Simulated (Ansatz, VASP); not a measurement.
**One calculation of VCd, two programs**

```xyz
2
Lattice="2.9187 0.0000 0.0000 0.0000 2.9187 0.0000 0.0000 0.0000 3.9695" Properties=species:S:1:pos:R:3 pbc="T T T"
V     0.0000    0.0000    0.0000
Cd    1.4594    1.4594    1.9847
```

The cell was built by a generator and needn't be a form met in nature.

Alike in both runs: task relaxation of cell and atoms; functional PBE; k mesh 14 × 14 × 10; occupations gaussian, width 0.1 eV; no spin polarisation.

|  | VASP | Ansatz |
| --- | --- | --- |
| version | VASP 6.6.1 | Ansatz 0.2.0 |
| potentials or method | VASP PAW PBE potentials, release 64 (V_sv, Cd) | scalar-relativistic, plane waves, PAW |
| plane-wave cutoff (eV) | 600 | 420 |
| valence electrons in the cell | 25 | 33 |

VASP gave:

```
gap on the k mesh at the Fermi level, each at its own relaxed structure (eV) : none
relaxed volume (Å³/atom)                                                     : 16.89
relaxed cell length with the largest relative difference (Å)                 : 2.757
energy change over the relaxation (meV/atom)                                 : -52
```

Problem. Which values does Ansatz return?

Solution. gap on the k mesh at the Fermi level, each at its own relaxed structure (eV): none; relaxed volume (Å³/atom): 16.81; relaxed cell length with the largest relative difference (Å): 2.752; energy change over the relaxation (meV/atom): -53.

A gap of «none» marks a metal or a gap that the smearing closes. The two sets of potentials don't hold the same shells in valence.
